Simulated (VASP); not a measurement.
Crystal: MoH6.

```xyz
7
Lattice="0.0000 3.3726 3.3726 3.3726 0.0000 3.3726 3.3726 3.3726 0.0000" Properties=species:S:1:pos:R:3 pbc="T T T"
H     0.8794    1.6863    1.6863
H     2.4932    1.6863    1.6863
H     1.6863    1.6863    0.8794
H     1.6863    1.6863    2.4932
H     1.6863    2.4932    1.6863
H     1.6863    0.8794    1.6863
Mo    0.0000    0.0000    0.0000
```

The cell was built by a generator and needn't be a form met in nature.

| Property | Result |
| --- | --- |
| Program | VASP 6.6.1 |
| Task | relaxation of cell and atoms |
| Functional | PBE |
| Potentials or basis | VASP PAW PBE potentials, release 64 (H, Mo_sv) |
| Cutoff | 520 eV |
| k mesh | 4 × 4 × 4 |
| Occupations | gaussian, width 0.15 eV |
| Spin | no spin polarisation |

At the start: pressure -5.8 GPa; volume 10.96 Å³/atom.

How do energy, volume and symmetry change on relaxing?

Over 12 steps the energy falls by 1159.7 meV/atom and the volume is 5.57 Å³/atom (-49.2 %); space group F-43m (No. 216, to 0.05 Å).

Step by step:
```
step  energy change (eV)  largest force (eV/Å)  pressure (GPa)  volume (Å³)
   1              0.0000                3.5085           -5.75        76.72
   2             -2.4684                1.2151          -15.72        72.44
   3             -3.5204                0.5902          -20.79        69.18
   4             -5.0048                0.2130          -26.14        62.95
   5             -6.7755                0.3290          -21.46        51.65
   6             -7.4794                0.9044           12.82        36.34
   7             -7.6803                0.6922           -2.85        40.28
   8             -7.9165                0.4390           -0.18        39.34
   9             -8.0854                0.1129            4.20        37.71
  10             -8.0882                0.0806            5.53        37.48
  11             -8.1066                0.0175           -3.82        40.00
  12             -8.1182                0.0388           -0.48        38.99
```

Final structure:
```cif
data_structure
_symmetry_space_group_name_H-M 'P 1'
_symmetry_Int_Tables_number 1
_cell_length_a 3.8062
_cell_length_b 3.8062
_cell_length_c 3.8062
_cell_angle_alpha 60.000
_cell_angle_beta 60.000
_cell_angle_gamma 60.000
_cell_volume 38.99
loop_
_atom_site_label
_atom_site_type_symbol
_atom_site_fract_x
_atom_site_fract_y
_atom_site_fract_z
_atom_site_occupancy
H1 H 0.50506 0.99494 0.99494 1
H2 H 0.99494 0.50506 0.50506 1
H3 H 0.99494 0.99494 0.50506 1
H4 H 0.50506 0.50506 0.99494 1
H5 H 0.50506 0.99494 0.50506 1
H6 H 0.99494 0.50506 0.99494 1
Mo1 Mo 0.00000 0.00000 0.00000 1
```

Caveat: the k mesh is coarse (spacing up to 0.40 Å⁻¹), so the values aren't converged; the volume moved by over 15 % at a fixed basis, so the end points are rough.
